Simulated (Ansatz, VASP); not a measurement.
# TiB2: VASP beside Ansatz, part 2 of 2

One calculation is typed for both programs; each brings its own data sets. How far apart do they land? The cell is taken from a series of runs on this material, whose earlier steps may have relaxed, scaled, displaced or heated it; both programs get it as it stands.

VASP 6.6.1 and Ansatz 0.2.0.

So far: Set-up; VASP: zone-centre phonons, PBEsol.

### 3. Ansatz: zone-centre phonons, PBEsol

Level of this step: Ansatz beside VASP: Kohn-Sham DFT, plane waves, PBEsol (Ansatz).

Ansatz runs on its PAW soft_1 files.

The same cell, functional, mesh and smearing now go to Ansatz, which takes its cutoff from its data sets.

Input file input.yaml:

```yaml
crystal:
  lattice:
    - [2.9997775541, 0.0, 0.0]
    - [-1.499888777, 2.5978835675, 0.0]
    - [0.0, 0.0, 3.1573957734]
  atoms:
    - { symbol: B, position: [0.3333333333, 0.6666666667, 0.5] }
    - { symbol: B, position: [0.6666666667, 0.3333333333, 0.5] }
    - { symbol: Ti, position: [0.0, 0.0, 0.0] }
kpoints:
  mp_grid: { grid: [15, 15, 16] }
hamiltonian:
  xc: pbesol
  pseudopotentials: { kind: paw, azcp: { folder: soft_1 }, xc_functional: pbe }
scf:
  occupations: { method: methfessel_paxton, width: 0.2 }
output:
  eigenvalues: true
phonons:
  method: dfpt
```

Started as:

```
ansatz run input.yaml --threads 4 --pin off --max-ram 10240MiB --backend cpu --events-out ev --progress --plain --runs-dir out
```

Numbers of over 12 decimals in the logs are rounded to 6 here.

The log of the run:

```text
zone centre: on kpoints.mp_grid the ground state, and the responses unless they are solved on pairs of k-points, stand on 576 of the mesh's 3600 k-points, reduced under 4 symmetry operations, with k and −k counted as one. Each operation leaves every solved displacement unchanged or reverses it
Engine: ansatz 0.2.0, x86_64-unknown-linux-gnu
Pseudopotentials: kind: paw
Pseudopotential: B, paw, valence charge 3, recommended cutoff 420 eV (normal), soft_1/B.paw.azcp
Pseudopotential: Ti, paw, valence charge 12, recommended cutoff 420 eV (normal), soft_1/Ti.paw.azcp
Functional definition: PBEsol
  exchange = pbesol_x
  correlation = pbesol_c
Crystal: 3 atoms, lattice volume = 24.606 Å³
Basis set: ecut = 420 eV, 467 PW (Γ), exchange–correlation on 48×48×48 points (8 copies of the dense FFT grid, shifted against one another)
Bands: 13, of which v1, the nominal top of the filled ones, is band 9 counted from 1 (8 counted from 0)
Symmetry: 24 space group operations
k-points: 576 of 3600 (irreducible under 4 space group operations, time reversal used)
Non-local potential: B, projectors of the file, l = 0: 2, l = 1: 2, l = 2: 1
Non-local potential: Ti, projectors of the file, l = 0: 3, l = 1: 2, l = 2: 3, l = 3: 1
PAW form: soft (Blöchl's): semilocal exchange-correlation on the pseudo side does not see the compensation charge
PAW frozen core: B, regenerated for the run's functional, and the local potential with it (the file was generated under x = pbe(κ = 0.804, μ = 0.219515), c = pbe(β = 0.066725))
PAW frozen core: Ti, regenerated for the run's functional, and the local potential with it (the file was generated under x = pbe(κ = 0.804, μ = 0.219515), c = pbe(β = 0.066725))
PAW one-centre angular grid: B, 110 points (default); XC on 64 Gauss nodes
PAW one-centre angular grid: Ti, 590 points (default); XC on 64 Gauss nodes
Initial density: superposition of atomic densities (chi_scale 0.1, normalization cell, long waves kept (reshape's long-wave potential 0.00 eV rms))
Initial wavefunctions: pseudopotential atomic-orbital guess
Functional: x = pbesol(κ = 0.804, μ = 0.123457), c = pbesol(β = 0.046)
SCF iter   1: F=—  HF=-2783.811191 eV  |F-HF|=—  |Δ(HF+E_count)|=         —  Δρ=1.10e-1  dr2=4.61e0  ethr=3.10e-3  ⟨swp⟩=4.4  Hψ=35528  notcnv=0
preconditioner: auto → none  [metal: Δε(μ)=0.018 eV  Ē_g=9.735 eV  σ=0.200 eV  W_gap=0.08  n_scr=8 (ndim 8)  ℏωp=23.7 eV  f_vac=0.000  D(μ)=0.39/eV (n_scr^D=0)  sad-step TF]
SCF iter   2: F=—  HF=-2783.183093 eV  |F-HF|=—  |Δ(HF+E_count)|=   6.28e-1  S|Δr|=    0.00e0  Δρ=7.33e-2  dr2=2.22e0  ethr=3.10e-3  ⟨swp⟩=2.0  Hψ=14313  notcnv=0
SCF iter   3: F=—  HF=-2782.622587 eV  |F-HF|=—  |Δ(HF+E_count)|=   5.61e-1  S|Δr|=    0.00e0  Δρ=9.01e-3  dr2=2.31e-2  ethr=3.10e-3  ⟨swp⟩=3.2  Hψ=14996  notcnv=0
SCF iter   4: F=—  HF=-2782.620494 eV  |F-HF|=—  |Δ(HF+E_count)|=   2.09e-3  S|Δr|=    0.00e0  Δρ=1.02e-3  dr2=2.44e-4  ethr=1.28e-4  ⟨swp⟩=2.0  Hψ=13607  notcnv=0
SCF iter   5: F=—  HF=-2782.620528 eV  |F-HF|=—  |Δ(HF+E_count)|=   3.34e-5  S|Δr|=    0.00e0  Δρ=3.02e-4  dr2=3.48e-5  ethr=1.36e-6  ⟨swp⟩=2.0  Hψ=10383  notcnv=0
SCF iter   6: F=—  HF=-2782.620522 eV  |F-HF|=—  |Δ(HF+E_count)|=   5.95e-6  S|Δr|=    0.00e0  Δρ=7.73e-5  dr2=1.77e-6  ethr=1.94e-7  ⟨swp⟩=2.4  Hψ=10927  notcnv=0
SCF iter   7: F=—  HF=-2782.620522 eV  |F-HF|=—  |Δ(HF+E_count)|=   1.81e-7  S|Δr|=    0.00e0  Δρ=5.13e-6  dr2=4.64e-9  ethr=9.83e-9  ⟨swp⟩=2.8  Hψ=11728  notcnv=0
SCF iter   8: F=—  HF=-2782.620522 eV  |F-HF|=—  |Δ(HF+E_count)|=   2.82e-9  S|Δr|=    0.00e0  Δρ=8.69e-7  dr2=1.77e-10  ethr=2.58e-11  ⟨swp⟩=2.0  Hψ=11935  notcnv=0
SCF iter   9: F=—  HF=-2782.620522 eV  |F-HF|=—  |Δ(HF+E_count)|=  6.09e-11  S|Δr|=    0.00e0  Δρ=1.83e-7  dr2=1.05e-11  ethr=1.00e-12  ⟨swp⟩=5.4  Hψ=28237  notcnv=0
SCF iter  10: F=-2782.620522 eV  HF=-2782.620522 eV  |F-HF|=4.55e-13  |Δ(HF+E_count)|=  3.18e-12  S|Δr|=    0.00e0  Δρ=7.04e-9  dr2=1.90e-14  ethr=1.00e-12  ⟨swp⟩=4.7  Hψ=26019  notcnv=0
SCF 1 converged in 10 iterations: F = -2782.620522 eV  dr2 = 1.90e-14
  greatest PAW one-centre occupation: 0.998 electrons in one spin orbital (limit 2), on the Ti atom at site 2 (counted from 0), in its partial waves of l = 0
DFPT response loops at Γ: preconditioner auto → Kerker (q_TF=auto, 2.590 Å⁻¹) (partly filled bands, converged f_vac=0.000); β = 1.00, the filter's whole step (`scf.mixing.beta` (0.50) is not read by the response loops under this deck's `scf.mixing.preconditioner`; to damp them name `kerker` or `kerker_dos`, under which they read `scf.mixing.beta`, and type it under 1.00, their step now; both keys bind the ground state too); Broyden in place of MSR1
SCF converged after 10 iterations
Stability not checked: this state was not tested for a lower state beside it, because cold or Methfessel-Paxton smearing, or corrected tetrahedra, fill the levels in a way that the test cannot read (fill_not_monotonic; see scf.lower_state_search)
Free energy (F): -2782.620522 eV
Harris-Foulkes:  -2782.620522 eV  (|F-HF|=4.55e-13)
Internal energy: -2782.620560 eV  (E = F + TS)
E sigma→0 (E₀):  -2782.620531 eV
Entropy (-TS):   0.000038 eV (0.013 meV/atom)
Fermi energy:    15.721049 eV
--- Per-component energies (eV) ---
  E_band       = -82.970409
  E_kinetic    = 386.397470
  E_local      = -817.056575  (includes V_loc(G=0)·N_el)
  E_nonlocal   = 77.394991
  E_hartree    = 338.060874
  E_xc         = -184.404157
  E_vxc        = -227.215832  (∫ρ·V_xc dr)
  E_paw        = -1167.427188  (= ΣΔE_a)
  E_vpaw       = -178.612140  (= ΣTr[D̂ρ^β])
  E_aug_tail   = -0.000068  (compensation charges beyond the density's cutoff)
  E_ewald      = -1415.754714
  E_core_change = 0.168806  (= ΣΔE_core)
  E_smearing   = 0.000038  (= −TS)
  E_closure    = -0.000000  (closes the sum)
  Σ components = -2782.620522   (vs F -2782.620522, Δ=0.00e0)
--- Band table (eV; the first three rows and the last of 576) ---
  k-point 0: bands = [... 5 lower, 12.9147, 12.9147, 13.4686, 13.5180, 17.7279, 17.7279, 19.6560, 19.6560]
  k-point 1: bands = [... 5 lower, 12.6848, 12.9587, 12.9587, 14.2481, 17.5668, 17.5668, 19.5556, 19.5556]
  k-point 2: bands = [... 5 lower, 11.8359, 13.0900, 13.0900, 14.9474, 17.1808, 17.1808, 19.2671, 19.2671]
  k-point 575: bands = [... 5 lower, 8.7718, 10.4943, 11.2267, 12.9708, 18.2891, 18.7965, 19.5999, 20.5707]
--- Phonons (Γ-DFPT): 4 representative perturbations + reference, on 576 of 3600 k-points (Σ response iterations 12) ---
  k mesh reduced under 4 symmetry operations, with k and −k counted as one. Each operation leaves every solved displacement unchanged or reverses it
  ASR residual: 2.087e-6 → 0.000e0 eV/Å²; symmetrization residual: 1.068e-6 eV/Å²
  ASR residual per site (eV/Å²): 1.03e-6 1.03e-6 2.09e-6
  Γ frequencies (cm⁻¹): 0.00 0.00 0.00 543.01 543.01 549.47 571.73 923.55 923.55
  non-analytic LO–TO correction: not included (Born effective charges unavailable; polar crystals: no LO–TO splitting at Γ)
```

Reading the cycles: dr2 is the Hartree energy of the density residual (eV), the measure of convergence; HF is the Harris–Foulkes estimate of the energy, which meets the free energy F at convergence.

### 4. Differences

Known differences besides the potentials themselves: the cutoff is 420 eV in Ansatz and 500 eV in VASP; Ansatz makes its cores anew for this functional, VASP keeps those of its PBE data sets. Total energies have different zeros and are not compared.

Compared:

| quantity | Ansatz | VASP | difference |
| --- | --- | --- | --- |
| optical mode 1 to 2 (cm⁻¹) | 543.0 | 543.1 | -0.01 % |
| optical mode 3 (cm⁻¹) | 549.5 | 550.3 | -0.16 % |
| optical mode 4 (cm⁻¹) | 571.7 | 571.8 | -0.01 % |
| optical mode 5 to 6 (cm⁻¹) | 923.5 | 927.4 | -0.42 % |

Modes are paired by rising frequency, not by their patterns, so a pair may set unlike modes beside each other; they are those without the splitting of longitudinal modes.

### 5. Summary of results

```
r.m.s. difference of the optical zone-centre modes, each program's sorted by frequency (zone-centre phonons, PBEsol) : 2.3 cm⁻¹
```

**Reading.** The r.m.s. difference of the optical zone-centre modes, each program's sorted by frequency is 2.3 cm⁻¹ (zone-centre phonons, PBEsol). How closely two codes agree says nothing of how well the functional describes the real material.

[Lines on the potential files, build, host, timing and source positions are cut from VASP's logs without a mark.]

[Logs are printed without paths, hosts, clocks, repeated set-up lines and the standing remarks that a program may print on its own settings, such as how far it seeks lower states.]

[Hosts, paths, dates, database ids (printed as entryN), source tags and the programs' standing remarks are cut or masked in the printed files.]
